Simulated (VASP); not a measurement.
# How PAW data sets and precision settings change a VASP run on MnPt

A convergence test on MnPt: the PAW data sets and precision settings. The series runs use r2SCAN. The PAW data sets tried: minimal 64: Mn Pt; recommended 64: Mn_pv Pt; recommended 54: Mn_pv Pt; semicore 64: Mn_sv Pt_pv; gw 64: Mn_sv_GW Pt_sv_GW. The precision settings tried: PREC = Low; PREC = Medium; PREC = Normal; PREC = Single; PREC = Accurate; LREAL = Auto; ADDGRID = .TRUE.; LASPH = .FALSE.. The start is a cell from a database of measured crystal structures.

Calculated with VASP 6.6.1; r2SCAN, spin-polarised from a ferromagnetic start (one magnetic atom a cell); plane waves and PAW (Mn, Pt), in the first sound run; inputs show where later runs differ.

## Step 1: The structure

The structure is tetragonal, space group P4/mmm (No. 123). Conventional cell: a = 2.830 Å, b = 2.830 Å, c = 3.660 Å, α = 90.00°, β = 90.00°, γ = 90.00°. Nearest to Mn lie 8 Pt at 2.71 Å and 4 Mn at 2.83 Å. Nearest to Pt lie 8 Mn at 2.71 Å and 4 Pt at 2.83 Å. Farther neighbours are not listed.

As a file:

```xyz
2
Lattice="2.8300 0.0000 0.0000 0.0000 2.8300 0.0000 0.0000 0.0000 3.6600" Properties=species:S:1:pos:R:3 pbc="T T T"
Mn    0.0000    0.0000    0.0000
Pt    1.4150    1.4150    1.8300
```

## Step 2: PAW data sets: minimal 64: Mn Pt

Data sets differ in which electrons are valence and how hard the partial waves are. r2SCAN adds the kinetic-energy density, costs more than a GGA and is run with LASPH.

Input file INCAR:

```
SYSTEM = MnPt
PREC = Accurate
ENCUT = 400
EDIFF = 1E-06
NELM = 100
ISMEAR = -1
SIGMA = 0.05
LREAL = .FALSE.
ALGO = Normal
METAGGA = R2SCAN
LASPH = .TRUE.
NBANDS = 18
ISPIN = 2
MAGMOM = 4 0
LMAXMIX = 4
LORBIT = 11
LWAVE = .FALSE.
LCHARG = .FALSE.
KPAR = 2
ISIF = 2
```

Input file POSCAR:

```
MnPt
1.0
    2.8300000000      0.0000000000      0.0000000000
    0.0000000000      2.8300000000      0.0000000000
    0.0000000000      0.0000000000      3.6600000000
Mn Pt
1 1
Direct
    0.0000000000      0.0000000000      0.0000000000
    0.5000000000      0.5000000000      0.5000000000
```

Input file KPOINTS:

```
Automatic mesh
0
Gamma
8 8 6
0 0 0
```

The projector-augmented-wave data sets are Mn and Pt (PBE family, release 64).

Command:

```
$ mpirun -np 2 vasp_std
```

Log:

```text
[banner, memory and clock lines left out]
running    2 mpi-ranks, on    1 nodes
 distrk:  each k-point on    1 cores,    2 groups
 distr:  one band on    1 cores,    1 groups

 POSCAR found type information on POSCAR MnPt
 POSCAR found :  2 types and       2 ions
|                                                                             |
|               ----> ADVICE to this user running VASP <----                  |
|                                                                             |
|     You enforced a specific xc type in the INCAR file but a different       |
|     [... a line on the potential file left out ...]
|     I HOPE YOU KNOW WHAT YOU ARE DOING!                                     |
|                                                                             |

 LDA part: xc-table for (None), standard interpolation
 POSCAR, INCAR and KPOINTS ok, starting setup
 FFT: planning ... GRIDC
 FFT: planning ... GRID_SOFT
 FFT: planning ... GRID
 WAVECAR not read
 entering main loop
       N       E                     dE             d eps       ncg     rms          rms(c)
DAV:   1     0.193168744460E+02    0.19317E+02   -0.69343E+03  4680   0.855E+02
DAV:   2    -0.692105733243E+02   -0.88527E+02   -0.75330E+02  4380   0.199E+02
DAV:   3    -0.719459027254E+02   -0.27353E+01   -0.26965E+01  5292   0.444E+01
DAV:   4    -0.719947027523E+02   -0.48800E-01   -0.48773E-01  5428   0.463E+00
DAV:   5    -0.719968015318E+02   -0.20988E-02   -0.20987E-02  5862   0.107E+00    0.152E+01
DAV:   6    -0.683905998862E+02    0.36062E+01   -0.15036E+01  5400   0.706E+01    0.187E+01
DAV:   7    -0.674515102820E+02    0.93909E+00   -0.52897E+00  5432   0.557E+01    0.867E+00
DAV:   8    -0.675791554056E+02   -0.12765E+00   -0.39174E-01  6014   0.932E+00    0.488E+00
DAV:   9    -0.675941039017E+02   -0.14948E-01   -0.85708E-02  5652   0.365E+00    0.251E+00
DAV:  10    -0.675920070071E+02    0.20969E-02   -0.23575E-02  6268   0.261E+00    0.919E-01
DAV:  11    -0.675888663179E+02    0.31407E-02   -0.51571E-03  5002   0.915E-01    0.245E-01
DAV:  12    -0.675892823973E+02   -0.41608E-03   -0.38295E-04  5370   0.284E-01    0.804E-02
DAV:  13    -0.675893057068E+02   -0.23310E-04   -0.11013E-04  6180   0.179E-01    0.384E-02
DAV:  14    -0.675893112222E+02   -0.55154E-05   -0.13968E-05  5458   0.592E-02    0.172E-02
DAV:  15    -0.675893054453E+02    0.57769E-05   -0.46747E-06  5392   0.403E-02    0.648E-03
DAV:  16    -0.675893061127E+02   -0.66736E-06   -0.43669E-07  2560   0.693E-03
   1 F= -.67589306E+02 E0= -.67587426E+02  d E =-.376109E-02  mag=     4.4683
```

Wall time 78 s (2 MPI ranks of AMD EPYC 7R32 (Zen 2), shared host); peak memory 0.25 GiB.

The logs omit lines about the potential files and the build; timing stands in the text.

From OUTCAR (step 2):

```text
ion  position               nearest neighbor table
   1  0.000  0.000  0.000-   2 2.71   2 2.71   2 2.71   2 2.71   2 2.71   2 2.71   2 2.71   2 2.71

  LATTYP: Found a simple tetragonal cell.
 ALAT       =     2.8300000000
 C/A-ratio  =     1.2932862191

 Subroutine GETGRP returns: Found 16 space group operations
 (whereof 16 operations were pure point group operations)

The static configuration has the point symmetry D_4h.

 Found     60 irreducible k-points:

   k-points           NKPTS =     60   k-points in BZ     NKDIM =     60   number of bands    NBANDS=     18

   dimension x,y,z NGX =    18 NGY =   18 NGZ =   24
   dimension x,y,z NGXF=    36 NGYF=   36 NGZF=   48

   ENCUT  =  400.0 eV  29.40 Ry    5.42 a.u.   4.62  4.62  5.97*2*pi/ulx,y,z

   NELECT =      17.0000    total number of electrons

 k-points in reciprocal lattice and weights: Automatic mesh
   0.00000000  0.00000000  0.00000000       0.003
   0.12500000  0.00000000  0.00000000       0.010
   0.25000000  0.00000000  0.00000000       0.010
   0.37500000  0.00000000  0.00000000       0.010
   0.50000000  0.00000000  0.00000000       0.005
   0.12500000  0.12500000  0.00000000       0.010
   0.25000000  0.12500000  0.00000000       0.021
   0.37500000  0.12500000  0.00000000       0.021
   0.50000000  0.12500000  0.00000000       0.010
[...]
0.50000000  0.37500000  0.50000000       0.010
   0.50000000  0.50000000  0.50000000       0.003

 average (electrostatic) potential at core
       1 -46.2869       2 -71.0029

 E-fermi :   8.3612

 spin component 1
 k-point     1 :       0.0000    0.0000    0.0000
  band No.  band energies     occupation
    ...
      7       5.6950      1.00000
      8       6.3555      1.00000
      9       7.5467      1.00000
     10       7.7424      1.00000
     11       7.7424      1.00000
     12      11.2999      0.00000
     13      18.8104      0.00000
     14      19.1754      0.00000
     15      19.1754      0.00000
     16      25.6634      0.00000
    ...

 k-point     2 :       0.1250    0.0000    0.0000
  band No.  band energies     occupation
    ...
      7       5.6164      1.00000
      8       6.3285      1.00000
      9       6.9074      1.00000
     10       7.2187      1.00000
     11       7.6239      1.00000
     12      12.5047      0.00000
     13      17.0233      0.00000
     14      19.0257      0.00000
     15      19.8906      0.00000
     16      25.7322      0.00000
    ...

 k-point     3 :       0.2500    0.0000    0.0000
  band No.  band energies     occupation
    ...
      7       5.4453      1.00000
      8       5.6965      1.00000
      9       6.4745      1.00000
     10       6.5063      1.00000
     11       7.2867      1.00000
     12      13.8976      0.00000
     13      14.8258      0.00000
     14      18.9390      0.00000
     15      21.7501      0.00000
     16      24.0021      0.00000
    ...

 k-point     4 :       0.3750    0.0000    0.0000
  band No.  band energies     occupation
    ...
      7       5.3295      1.00000
      8       5.4641      1.00000
      9       5.8400      1.00000
     10       6.7928      1.00000
     11       7.1969      1.00000
     12      11.1339      0.00000
     13      17.4249      0.00000
     14      19.0871      0.00000
     15      22.2040      0.00000
     16      23.7916      0.00000
    ...

 k-point     5 :       0.5000    0.0000    0.0000
  band No.  band energies     occupation
    ...
      7       5.3740      1.00000
      8       5.4945      1.00000
      9       5.8633      1.00000
     10       6.3903      1.00000
     11       7.9887      0.99942
     12       9.6405      0.00000
     13      19.2834      0.00000
     14      19.4604      0.00000
     15      21.1284      0.00000
     16      21.9618      0.00000
    ...

 k-point     6 :       0.1250    0.1250    0.0000
  band No.  band energies     occupation
    ...
      7       5.4798      1.00000
      8       6.1875      1.00000
      9       6.3400      1.00000
     10       6.9036      1.00000
     11       7.7379      1.00000
     12      13.3585      0.00000
     13      17.4557      0.00000
     14      17.6658      0.00000
     15      19.3678      0.00000
     16      26.3545      0.00000
    ...

  Total        1.2116128      1.2116128     -0.0143247      0.0000000      0.0000000      0.0000000
  in kB       66.2247714     66.2247714     -0.7829627      0.0000000      0.0000000      0.0000000
  external PRESSURE =      43.8888600 kB  Pullay stress =       0.0000000 kB

  energy-cutoff  :      400.00
  volume of cell :       29.31
      direct lattice vectors                 reciprocal lattice vectors
     2.830000000  0.000000000  0.000000000     0.353356890  0.000000000  0.000000000
     0.000000000  2.830000000  0.000000000     0.000000000  0.353356890  0.000000000
     0.000000000  0.000000000  3.660000000     0.000000000  0.000000000  0.273224044

 POSITION                                       TOTAL-FORCE (eV/Angst)
 -----------------------------------------------------------------------------------
      0.00000      0.00000      0.00000         0.000000      0.000000      0.000000
      1.41500      1.41500      1.83000         0.000000      0.000000      0.000000
 -----------------------------------------------------------------------------------
    total drift:                                0.000000     -0.000000     -0.000000

  FREE ENERGIE OF THE ION-ELECTRON SYSTEM (eV)
  ---------------------------------------------------
  free  energy   TOTEN  =       -67.5893061127 eV

  energy  without entropy=      -67.5855450246  energy(sigma->0) =      -67.58742557

 total charge
# of ion       s       p       d       tot
------------------------------------------
    1        0.316   0.333   4.904   5.553
    2        0.712   0.606   8.099   9.416
--------------------------------------------------
tot          1.028   0.939  13.003  14.969

 magnetization (x)
# of ion       s       p       d       tot
------------------------------------------
    1        0.032   0.020   3.995   4.047
    2       -0.046  -0.061   0.408   0.300
--------------------------------------------------
tot         -0.014  -0.041   4.402   4.347

[... 6 further parts left out ...]
```

The cell holds one magnetic atom, so no antiferromagnetic order fits into it. Experiment finds antiferromagnetic order in this phase (below 970 K, arxiv:2003.11569), so this ferromagnetic run describes another state. The k-mesh is coarse for a metal. SCAN-type functionals tend to overstate the moments of itinerant magnets. The PAW data sets were made with PBE, which is usual practice but a small mismatch for other functionals. The data set Mn keeps the semicore shell frozen, which is cheaper and a little less accurate.

This step gave:

```
electronic steps                                  : 16
electrons                                         : 17
bands                                             : 18
irreducible k points                              : 60
symmetry operations                               : 16
free energy (TOTEN)                               : -67.5893 eV
energy at zero smearing                           : -67.5874 eV
Fermi energy                                      : 8.361 eV
pressure                                          : 4.389 GPa
moment of the cell, from the last line of the log : 4.468 μB
metallic                                          : yes
```

Spin moment in the PAW sphere by atom:

```csv
atom,spin moment in the PAW sphere (μB)
Mn1,4.05
Pt2,0.30
```

The series starts at -33.7937 eV an atom and 4.39 GPa, after 16 cycles in 78 s.

## Step 3: PAW data sets: recommended 64: Mn pv Pt

This step: r2SCAN, spin-polarised from a ferromagnetic start (one magnetic atom a cell); plane waves and PAW (Mn_pv, Pt) (VASP 6.6.1).

Edit INCAR of step 2 so:

```diff
@@ -11,3 +11,3 @@
 LASPH = .TRUE.
-NBANDS = 18
+NBANDS = 21
 ISPIN = 2
```

POSCAR is that of step 2.

KPOINTS is that of step 2.

PAW data sets: Mn_pv and Pt (PBE family, release 64).

Command:

```
$ mpirun -np 2 vasp_std
```

Log:

```text
[banner, memory and clock lines left out]
running    2 mpi-ranks, on    1 nodes
[...]
[... a notice as in an earlier step ...]

 LDA part: xc-table for (None), standard interpolation
 POSCAR, INCAR and KPOINTS ok, starting setup
[...]
entering main loop
       N       E                     dE             d eps       ncg     rms          rms(c)
DAV:   1     0.111760251881E+03    0.11176E+03   -0.10924E+04  5160   0.105E+03
DAV:   2    -0.680384212368E+02   -0.17980E+03   -0.17176E+03  5265   0.308E+02
DAV:   3    -0.736989567078E+02   -0.56605E+01   -0.56207E+01  5670   0.615E+01
DAV:   4    -0.737569942629E+02   -0.58038E-01   -0.58030E-01  5500   0.610E+00
[...]
DAV:  15    -0.676311876432E+02    0.19038E-05   -0.11328E-06  3956   0.881E-03    0.227E-03
DAV:  16    -0.676311865328E+02    0.11104E-05   -0.16852E-07  2640   0.332E-03    0.102E-03
DAV:  17    -0.676311866122E+02   -0.79326E-07   -0.41529E-08  2665   0.151E-03
   1 F= -.67631187E+02 E0= -.67629351E+02  d E =-.367221E-02  mag=     4.4686
```

It took 86 s on 2 MPI ranks; peak memory 0.26 GiB; 2.7 min of CPU time.

OUTCAR, selected parts (step 3):

```text
  Total        1.2374832      1.2374832     -0.0226205      0.0000000     -0.0000000      0.0000000
  in kB       67.6388076     67.6388076     -1.2363991      0.0000000     -0.0000000      0.0000000
  external PRESSURE =      44.6804054 kB  Pullay stress =       0.0000000 kB

  FREE ENERGIE OF THE ION-ELECTRON SYSTEM (eV)
  ---------------------------------------------------
  free  energy   TOTEN  =       -67.6311866122 eV

  energy  without entropy=      -67.6275143993  energy(sigma->0) =      -67.62935051

 magnetization (x)
# of ion       s       p       d       tot
------------------------------------------
    1        0.020   0.023   4.006   4.049
    2       -0.046  -0.061   0.407   0.301
--------------------------------------------------
tot         -0.026  -0.038   4.413   4.350

[... 2 parts as in an earlier step ...]

[... 2 further parts left out ...]
[key lines of the parts left out:]
E-fermi :   9.6361
```

With 23 valence electrons the pressure is 4.47 GPa, +0.08 GPa from the first of the series, after 17 cycles in 86 s.

## Step 4: PAW data sets: recommended 54: Mn pv Pt

INCAR is that of step 3.

POSCAR is that of step 3.

KPOINTS is that of step 3.

Potentials, in the order of the species: Mn_pv and Pt (PBE family, release 54).

Command:

```
$ mpirun -np 2 vasp_std
```

Log:

```text
[... set-up lines as in an earlier step ...]
 entering main loop
       N       E                     dE             d eps       ncg     rms          rms(c)
[... 17 cycles as in an earlier step ...]
   1 F= -.67631187E+02 E0= -.67629351E+02  d E =-.367221E-02  mag=     4.4686
```

Run time: 86 s. Hardware: 2 MPI ranks; peak memory 0.26 GiB.

Parts of OUTCAR (step 4):

```text
[... 7 parts as in an earlier step ...]

[... 1 further part left out ...]
[key lines of the parts left out:]
E-fermi :   9.6361
```

With 23 valence electrons the pressure is 4.47 GPa, +0.08 GPa from the first of the series, after 17 cycles in 86 s.

## Step 5: PAW data sets: semicore 64: Mn sv Pt pv

This step: r2SCAN, spin-polarised from a ferromagnetic start (one magnetic atom a cell); plane waves and PAW (Mn_sv, Pt_pv) (VASP 6.6.1).

Edit INCAR of step 4 so:

```diff
@@ -2,3 +2,3 @@
 PREC = Accurate
-ENCUT = 400
+ENCUT = 510
 EDIFF = 1E-06
@@ -11,3 +11,3 @@
 LASPH = .TRUE.
-NBANDS = 21
+NBANDS = 25
 ISPIN = 2
```

POSCAR is that of step 4.

KPOINTS is that of step 4.

PAW data sets: Mn_sv and Pt_pv (PBE family, release 64).

Command:

```
$ mpirun -np 2 vasp_std
```

Log:

```text
[... set-up lines as in an earlier step ...]
 entering main loop
       N       E                     dE             d eps       ncg     rms          rms(c)
DAV:   1     0.371372051993E+03    0.37137E+03   -0.18606E+04  7009   0.160E+03
DAV:   2    -0.598161899259E+02   -0.43119E+03   -0.40884E+03  6089   0.548E+02
DAV:   3    -0.796132833003E+02   -0.19797E+02   -0.19135E+02  8146   0.133E+02
DAV:   4    -0.808929765755E+02   -0.12797E+01   -0.12720E+01  9164   0.299E+01
[...]
DAV:  14    -0.676446647908E+02   -0.36441E-04   -0.16783E-05  8954   0.620E-02    0.183E-02
DAV:  15    -0.676446568377E+02    0.79531E-05   -0.37356E-06  6994   0.304E-02    0.334E-03
DAV:  16    -0.676446561278E+02    0.70982E-06   -0.47692E-07  3837   0.888E-03
   1 F= -.67644656E+02 E0= -.67642849E+02  d E =-.361466E-02  mag=     4.4677
```

Wall time 3.2 min (2 MPI ranks); peak memory 0.35 GiB.

Parts of OUTCAR (step 5):

```text
  Total        0.9474740      0.9474740     -0.3127754      0.0000000      0.0000000      0.0000000
  in kB       51.7873787     51.7873787    -17.0957904      0.0000000      0.0000000      0.0000000
  external PRESSURE =      28.8263224 kB  Pullay stress =       0.0000000 kB

 POSITION                                       TOTAL-FORCE (eV/Angst)
 -----------------------------------------------------------------------------------
      0.00000      0.00000      0.00000         0.000000      0.000000      0.000000
      1.41500      1.41500      1.83000         0.000000      0.000000      0.000000
 -----------------------------------------------------------------------------------
    total drift:                                0.000000      0.000000     -0.000000

  FREE ENERGIE OF THE ION-ELECTRON SYSTEM (eV)
  ---------------------------------------------------
  free  energy   TOTEN  =       -67.6446561278 eV

  energy  without entropy=      -67.6410414640  energy(sigma->0) =      -67.64284880

 magnetization (x)
# of ion       s       p       d       tot
------------------------------------------
    1        0.023   0.012   3.853   3.888
    2       -0.029  -0.015   0.427   0.384
--------------------------------------------------
tot         -0.005  -0.003   4.280   4.272

[... 3 further parts left out ...]
[key lines of the parts left out:]
E-fermi :  11.3123
```

With 31 valence electrons the pressure is 2.88 GPa, -1.51 GPa from the first of the series, after 16 cycles in 3.2 min.

## Step 6: PAW data sets: GW 64: Mn sv GW Pt sv GW

This step: r2SCAN, spin-polarised from a ferromagnetic start (one magnetic atom a cell); plane waves and PAW (Mn_sv_GW, Pt_sv_GW) (VASP 6.6.1).

Edit INCAR of step 5 so:

```diff
@@ -2,3 +2,3 @@
 PREC = Accurate
-ENCUT = 510
+ENCUT = 500
 EDIFF = 1E-06
@@ -11,3 +11,3 @@
 LASPH = .TRUE.
-NBANDS = 25
+NBANDS = 26
 ISPIN = 2
```

POSCAR is that of step 5.

KPOINTS is that of step 5.

Potentials, in the order of the species: Mn_sv_GW and Pt_sv_GW (PBE family, release 64).

Command:

```
$ mpirun -np 2 vasp_std
```

Log:

```text
[... set-up lines as in an earlier step ...]
 entering main loop
       N       E                     dE             d eps       ncg     rms          rms(c)
DAV:   1     0.280253046084E+03    0.28025E+03   -0.21582E+04 10102   0.206E+03
DAV:   2    -0.738420259390E+02   -0.35410E+03   -0.33512E+03  9598   0.756E+02
DAV:   3    -0.886166294166E+02   -0.14775E+02   -0.14293E+02  9884   0.216E+02
DAV:   4    -0.888467871263E+02   -0.23016E+00   -0.22855E+00  9898   0.222E+01
[...]
DAV:  19    -0.691545077696E+02   -0.18438E-05   -0.51575E-07  4156   0.110E-02    0.657E-03
DAV:  20    -0.691545110448E+02   -0.32752E-05   -0.26639E-07  3758   0.149E-02    0.231E-03
DAV:  21    -0.691545109375E+02    0.10722E-06   -0.70866E-08  3574   0.746E-03
   1 F= -.69154511E+02 E0= -.69152760E+02  d E =-.350235E-02  mag=     4.4702
```

Elapsed: 4.5 min, on 2 MPI ranks; peak memory 0.4 GiB.

OUTCAR, selected parts (step 6):

```text
  Total        0.7507983      0.7507983     -0.5048217      0.0000000     -0.0000000     -0.0000000
  in kB       41.0374084     41.0374084    -27.5927298      0.0000000     -0.0000000     -0.0000000
  external PRESSURE =      18.1606956 kB  Pullay stress =       0.0000000 kB

  FREE ENERGIE OF THE ION-ELECTRON SYSTEM (eV)
  ---------------------------------------------------
  free  energy   TOTEN  =       -69.1545109375 eV

  energy  without entropy=      -69.1510085876  energy(sigma->0) =      -69.15275976

 magnetization (x)
# of ion       s       p       d       f       tot
--------------------------------------------------
    1        0.022   0.018   3.900   0.001   3.940
    2       -0.161  -0.012   0.435   0.003   0.266
--------------------------------------------------
tot         -0.139   0.006   4.335   0.004   4.206

[... 1 part as in an earlier step ...]

[... 3 further parts left out ...]
[key lines of the parts left out:]
E-fermi :   9.4348
```

With 33 valence electrons the pressure is 1.82 GPa, -2.57 GPa from the first of the series, after 21 cycles in 4.5 min.

(Part 1 of 3 ends here.)

[Lines on the potential files, build, host, timing and source positions are cut from VASP's logs without a mark.]

[Logs are printed without paths, hosts, clocks, repeated set-up lines and the standing remarks that a program may print on its own settings, such as how far it seeks lower states.]

[Hosts, paths, dates, database ids (printed as entryN), source tags and the programs' standing remarks are cut or masked in the printed files.]

[A measured line is paired with the nearest computed mode of its activity, which favours agreement.]
